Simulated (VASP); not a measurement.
Method: PBEsol GGA, VASP's PBE PAW potentials (set 64) (plane waves; VASP).

VASP input:

### POSCAR
```
H4BrN
1
    3.9200980000     0.0000000000     0.0000000000
    0.0000000000     3.9200980000     0.0000000000
    0.0000000000     0.0000000000     3.9200980000
H Br N
4 1 1
Direct
  0.1492100000   0.1492100000   0.8507900000
  0.1492100000   0.8507900000   0.1492100000
  0.8507900000   0.8507900000   0.8507900000
  0.8507900000   0.1492100000   0.1492100000
  0.5000000000   0.5000000000   0.5000000000
  0.0000000000   0.0000000000   0.0000000000
```

INCAR:
```
SYSTEM = H4BrN
PREC = Accurate
ENCUT = 400
EDIFF = 1E-6
NELM = 100
ALGO = Normal
LREAL = .FALSE.
LASPH = .TRUE.
ISMEAR = 0
SIGMA = 0.01
GGA = PS
LMAXMIX = 4
LWAVE = .FALSE.
LCHARG = .FALSE.
ISIF = 2
```

File KPOINTS:
```
K-points
0
Gamma
4 4 4
```

POTCAR, in this order: H Br N (PBE.64 set). Program: vasp_std.

At this cut-off the stress carries a Pulay error, which pulls relaxed volumes low.

### Question
Estimate the energy per atom (σ→0), pressure, largest force.

### Answer

The energy per atom (σ→0) comes out as -4.501 eV/atom and the pressure is 3.78 GPa. The largest force comes out as 1.423 eV/Å.

**OSZICAR**
```
...
DAV:   8    -0.270087228625E+02    0.12716E-01   -0.65487E-02   260   0.199E+00    0.322E-01
DAV:   9    -0.270073451856E+02    0.13777E-02   -0.81484E-03   304   0.751E-01    0.120E-01
DAV:  10    -0.270079155547E+02   -0.57037E-03   -0.12834E-03   260   0.305E-01    0.602E-02
DAV:  11    -0.270079195407E+02   -0.39860E-05   -0.28671E-05   300   0.486E-02    0.461E-02
DAV:  12    -0.270079522758E+02   -0.32735E-04   -0.15030E-04   280   0.882E-02    0.170E-02
DAV:  13    -0.270079484150E+02    0.38607E-05   -0.10877E-05   272   0.256E-02    0.547E-03
DAV:  14    -0.270079485747E+02   -0.15968E-06   -0.26212E-07   176   0.506E-03
   1 F= -.27007949E+02 E0= -.27007949E+02  d E =-.432227E-50
```

The structure comes from a computed database's H4BrN entry (P-43m); how it stands against other phases isn't given here. The cell was not relaxed at this level, and its volume differs by -5.9 % from the start's.
